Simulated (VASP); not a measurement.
# PtF2 (Fm-3m) in VASP: a series of runs, part 2 of 2

VASP 6.6.1.

## (3) Single point, LDA+U, collinear spin, ferromagnetic start

File INCAR:

```
  PREC = Accurate
  ENCUT = 520
  EDIFF = 1E-7
  ISMEAR = 0
  SIGMA = 0.05
  LREAL = False
  LASPH = True
  NELM = 80
  ALGO = Normal
  ISIF = 2
  LWAVE = False
  LCHARG = True
  ISPIN = 2
  MAGMOM = 0.5 0 0
  LORBIT = 11
  LMAXMIX = 4
  LDAU = True
  LDAUTYPE = 2
  LDAUL = 2 -1
  LDAUU = 7 0
  LDAUJ = 0 0
  LDAUPRINT = 1
  GGA = CA
  LELF = True
  LVHAR = True
  NBANDS = 23
```

File KPOINTS:

```
Automatic mesh
0
Gamma
  6 6 6
```

File POSCAR:

```
PtF2
1.0
    0.0000000000      2.5525506100      2.5525506100
    2.5525506100      0.0000000000      2.5525506100
    2.5525506100      2.5525506100      0.0000000000
Pt F
1 2
Direct
    0.0000000000      0.0000000000      0.0000000000
    0.2500000000      0.2500000000      0.2500000000
    0.7500000000      0.7500000000      0.7500000000
```

Potentials or basis: VASP PAW LDA potentials, release 64 (Pt, F).

Command:

```
> cat potpaw_LDA.64/Pt/POTCAR potpaw_LDA.64/F/POTCAR > POTCAR
> mpirun -np 1 vasp_std > vasp.out
```

Run time: 37 s. Hardware: 1 thread of AMD EPYC 7R13 (Zen 3), shared host; peak memory 0.12 GiB.

It converged, with:

```yaml
Free_energy: -9.6847 eV
Pressure: 12.8 GPa
Band_gap_on_the_k_mesh: none (metal or under the smearing width)
Net_moment: 2.00 μB per cell
Site_moments: Pt +1.70; F +0.21 μB
Valence_electrons_inside_the_program's_atomic_spheres: Pt 9.23; F 6.03
```

Levels at points of the mesh, in eV from the Fermi level:
Spin up:
```
           k point  band 9  band 10  band 11  band 12  band 13  band 14  band 15  band 16  band 17  band 18
(0.00, 0.00, 0.00)   -5.53    -5.53    -1.89    -1.89    -1.89     0.01    10.98    10.98    10.98    15.83
(0.50, 0.00, 0.00)   -5.73    -5.73    -5.57    -2.18    -2.18     4.84     6.08    13.86    13.86    16.24
(0.50, 0.50, 0.00)   -5.38    -5.05    -4.93    -2.84    -2.84     5.95     7.92     9.25    12.86    12.86
```
Spin down:
```
           k point  band 8  band 9  band 10  band 11  band 12  band 13  band 14  band 15
(0.00, 0.00, 0.00)   -5.13   -5.13    -5.13     0.35     1.52     1.52     1.52    11.17
(0.50, 0.00, 0.00)   -6.12   -4.49    -4.49    -0.85     0.93     0.93     5.37     6.25
(0.50, 0.50, 0.00)   -4.71   -4.64    -4.33    -1.01     0.36     0.36     6.48     8.15
```

Eigenvalues of the final occupation matrices:
| site | spin | trace | eigenvalues |
| --- | --- | --- | --- |
| site 1 d | 1 | 5.13 | 0.99 0.99 1.05 1.05 1.05 |
| site 1 d | 2 | 3.43 | 0.49 0.49 0.49 0.98 0.98 |

The run has no spin-orbit coupling, so splittings on Pt are missing. The state reached can hang on the start; a lower one may exist.

## (4) Single point, LDA+U, collinear spin, zero start

File INCAR:

```
PREC = Accurate
ENCUT = 520
EDIFF = 1E-6
ISMEAR = 0
SIGMA = 0.05
LREAL = F
LASPH = T
NELM = 100
ALGO = Fast
ISIF = 2
LWAVE = F
LCHARG = F
ISPIN = 2
MAGMOM = 0 0 0
LORBIT = 11
LMAXMIX = 4
LDAU = T
LDAUTYPE = 2
LDAUL = 2 -1
LDAUU = 7 0
LDAUJ = 0 0
LDAUPRINT = 1
GGA = CA
NBANDS = 23
```

KPOINTS is that of step 3.

POSCAR is that of step 3.

Command:

```
> cat potpaw_LDA.64/Pt/POTCAR potpaw_LDA.64/F/POTCAR > POTCAR
> mpirun -np 1 vasp_std > vasp.out
```

Wall time 30 s (1 thread of AMD EPYC 7R13 (Zen 3), shared host); peak memory 0.12 GiB.

It converged, with:

| Property | Result |
| --- | --- |
| Free energy | -8.5080 eV |
| Pressure | 7.3 GPa |
| Band gap on the k mesh | none (metal or under the smearing width) |
| Net moment | 0.00 μB per cell |
| Valence electrons inside the program's atomic spheres | Pt 9.34; F 5.99 |

Levels at points of the mesh, in eV from the Fermi level:
Spin up:
| k point | band 9 | band 10 | band 11 | band 12 | band 13 | band 14 | band 15 | band 16 |
| --- | --- | --- | --- | --- | --- | --- | --- | --- |
| (0.00, 0.00, 0.00) | -3.97 | -3.97 | 0.90 | 0.90 | 0.90 | 1.35 | 12.30 | 12.30 |
| (0.50, 0.00, 0.00) | -3.55 | -3.55 | -1.86 | 0.39 | 0.39 | 6.24 | 7.22 | 15.21 |
| (0.50, 0.50, 0.00) | -3.46 | -3.21 | -1.98 | -0.28 | -0.28 | 7.39 | 9.18 | 10.53 |
Spin down:
```csv
k point,band 9,band 10,band 11,band 12,band 13,band 14,band 15,band 16
"(0.00, 0.00, 0.00)",-3.97,-3.97,0.90,0.90,0.90,1.35,12.30,12.30
"(0.50, 0.00, 0.00)",-3.55,-3.55,-1.86,0.38,0.38,6.24,7.22,15.21
"(0.50, 0.50, 0.00)",-3.46,-3.21,-1.98,-0.28,-0.28,7.39,9.18,10.53
```

Eigenvalues of the final occupation matrices:
```
    site  spin  trace               eigenvalues
site 1 d     1   4.35  0.80 0.80 0.80 0.98 0.98
site 1 d     2   4.35  0.80 0.80 0.80 0.98 0.98
```

The run has no spin-orbit coupling, so splittings on Pt are missing.

## (5) Single point, LDA+U, collinear spin, random start

File INCAR:

```
SYSTEM = PtF2
PREC = Accurate
ENCUT = 520
EDIFF = 1E-6
ISMEAR = 0
SIGMA = 0.05
LREAL = .False.
LASPH = .True.
NELM = 60
ALGO = Normal
ISIF = 2
LWAVE = .False.
LCHARG = .True.
ISPIN = 2
MAGMOM = 0.09 0 0
LORBIT = 11
LMAXMIX = 4
LDAU = .True.
LDAUTYPE = 2
LDAUL = 2 -1
LDAUU = 7 0
LDAUJ = 0 0
LDAUPRINT = 1
LELF = .True.
LVHAR = .True.
NBANDS = 23
```

File KPOINTS:

```
Automatic mesh
0
Gamma
  6 6 6
  0 0 0
```

POSCAR is that of step 4.

Potentials or basis: VASP PAW LDA potentials, release 64 (Pt, F).

Command:

```
> cat potpaw_LDA.64/Pt/POTCAR potpaw_LDA.64/F/POTCAR > POTCAR
> mpirun -np 1 vasp_std > vasp.out
```

OUTCAR:

```text
SYSTEM = PtF2
   PREC = Accurate
   ENCUT = 520
   EDIFF = 1E-6
   ISMEAR = 0
   LREAL = .False.
   LASPH = .True.
   NELM = 60
   ISIF = 2
   ISPIN = 2
   LORBIT = 11

 ion  position               nearest neighbor table
   1  0.000  0.000  0.000-   3 2.21   3 2.21   3 2.21   2 2.21   3 2.21   2 2.21   2 2.21   2 2.21

   2  0.250  0.250  0.250-   1 2.21   1 2.21   1 2.21   1 2.21
   3  0.750  0.750  0.750-   1 2.21   1 2.21   1 2.21   1 2.21

  LATTYP: Found a face centered cubic cell.
 ALAT       =     5.1051012200

  Lattice vectors:

 A1 = (   0.0000000000,   2.5525506100,   2.5525506100)
 A2 = (   2.5525506100,   0.0000000000,   2.5525506100)
 A3 = (   2.5525506100,   2.5525506100,   0.0000000000)

[... 1076 lines left out ...]
  volume of cell :       33.26
      direct lattice vectors                 reciprocal lattice vectors
     0.000000000  2.552550610  2.552550610    -0.195882502  0.195882502  0.195882502
     2.552550610  0.000000000  2.552550610     0.195882502 -0.195882502  0.195882502
     2.552550610  2.552550610  0.000000000     0.195882502  0.195882502 -0.195882502

 POSITION                                       TOTAL-FORCE (eV/Angst)
 -----------------------------------------------------------------------------------
      0.00000      0.00000      0.00000         0.000000      0.000000     -0.000000
      1.27628      1.27628      1.27628        -0.000000      0.000000     -0.000000
      3.82883      3.82883      3.82883         0.000000     -0.000000      0.000000
 -----------------------------------------------------------------------------------
    total drift:                                0.000000      0.000000      0.000000

  FREE ENERGIE OF THE ION-ELECTRON SYSTEM (eV)
  ---------------------------------------------------
  free  energy   TOTEN  =        -9.6847280975 eV

  energy  without entropy=       -9.6830995507  energy(sigma->0) =       -9.68391382

 total charge

# of ion       s       p       d       tot
------------------------------------------
    1        0.363   0.378   8.486   9.227
    2        1.746   4.281   0.000   6.027
    3        1.746   4.281   0.000   6.027
--------------------------------------------------
tot          3.855   8.941   8.486  21.282

 magnetization (x)

# of ion       s       p       d       tot
------------------------------------------
    1        0.002   0.003   1.690   1.695
    2        0.001   0.207   0.000   0.208
    3        0.001   0.207   0.000   0.208
--------------------------------------------------
tot          0.004   0.418   1.690   2.112
```

It took 55 s on 1 thread of AMD EPYC 7R13 (Zen 3), shared host; peak memory 0.13 GiB.

Results:

| Item | Value |
| --- | --- |
| Free energy | -9.6847 eV |
| Pressure | 12.9 GPa |
| Band gap on the k mesh | none (metal or under the smearing width) |
| Net moment | 2.00 μB per cell |
| Site moments | Pt +1.70; F +0.21 μB |
| Valence electrons inside the program's atomic spheres | Pt 9.23; F 6.03 |

Levels at points of the mesh, in eV from the Fermi level:
Spin up:
```csv
k point,band 11,band 12,band 13,band 14,band 15,band 16
"(0.00, 0.00, 0.00)",-1.89,-1.89,-1.89,0.01,10.98,10.98
"(0.50, 0.00, 0.00)",-5.57,-2.18,-2.18,4.84,6.08,13.86
"(0.50, 0.50, 0.00)",-4.93,-2.84,-2.84,5.95,7.92,9.25
```
Spin down:
```tsv
k point	band 9	band 10	band 11	band 12	band 13	band 14
(0.00, 0.00, 0.00)	-5.13	-5.13	0.35	1.52	1.52	1.52
(0.50, 0.00, 0.00)	-4.49	-4.49	-0.85	0.93	0.93	5.37
(0.50, 0.50, 0.00)	-4.64	-4.33	-1.01	0.36	0.36	6.48
```

Eigenvalues of the final occupation matrices:
```tsv
site	spin	trace	eigenvalues
site 1 d	1	5.13	0.99 0.99 1.05 1.05 1.05
site 1 d	2	3.43	0.49 0.49 0.49 0.98 0.98
```

The run has no spin-orbit coupling, so splittings on Pt are missing. The state reached can hang on the start; a lower one may exist.

## (6) Overview

| spin | gap on the mesh (eV) | pressure (GPa) | moment (μB) |
| --- | --- | --- | --- |
| collinear, ferromagnetic start | none | 12.8 | 2.00 |
| collinear, zero start | none | 7.3 | 0.00 |
| collinear, random start | none | 12.9 | 2.00 |

Alike in all rows: task single point; level LDA+U; potentials or basis VASP PAW LDA potentials, release 64 (Pt, F); Pt d U = 7 eV; cell as given; k mesh 6 × 6 × 6; cutoff (eV) 520; smearing gaussian 0.05 eV.

Every run on the cell as given and a fine mesh finds a metal.

Total energies depend on the potentials used, so only differences within one code and one set of settings carry meaning.
